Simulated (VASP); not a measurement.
A run of VASP 6.6.1 is set up as follows.

File INCAR:

```
SYSTEM = Be2B3
ALGO = Fast ; EDIFF = 1E-6
EDIFFG = -0.04 ; ENCUT = 600
GGA = PE ; IBRION = 2
ISIF = 3 ; ISMEAR = 0
LASPH = .TRUE. ; LCHARG = .FALSE.
LREAL = .FALSE. ; LWAVE = .FALSE.
NELM = 80 ; NSW = 90
PREC = Accurate ; SIGMA = 0.1
```

Contents of KPOINTS:

```
k-points
0
G
  6 6 6
  0 0 0
```

The input POSCAR:

```
Be2B3
1.0
    3.2902913100      0.0000000000      0.0000000000
   -1.6451456600      2.8494758600      0.0000000000
    0.0000000000      0.0000000000      3.3767583500
Be B
2 3
Direct
    0.0000000000      0.0000000000      0.2621064100
    0.0000000000      0.0000000000      0.7378935900
    0.5000000000      0.0000000000      0.5000000000
    0.0000000000      0.5000000000      0.5000000000
    0.5000000000      0.5000000000      0.5000000000
```

Potentials or basis: VASP PAW PBE potentials, release 64 (Be, B).

The run is started by

```bash
$ cat potpaw_PBE.64/Be/POTCAR potpaw_PBE.64/B/POTCAR > POTCAR
$ mpirun -np 1 vasp_std > vasp.out
```

Task: Predict the relaxed cell.

Result: a = 3.433 Å, b = 3.433 Å, c = 4.468 Å, α = 90.00°, β = 90.00°, γ = 120.00°.

Task: What does it give for the band gap on the k mesh?

Result: None (metal or under the smearing width).

Stress tensor (GPa, compression positive):
```
-0.64  0.00  0.00
 0.00 -0.64  0.00
 0.00  0.00  0.22
```

Caveat: the k mesh is coarse (spacing up to 0.37 Å⁻¹), so the values aren't converged.
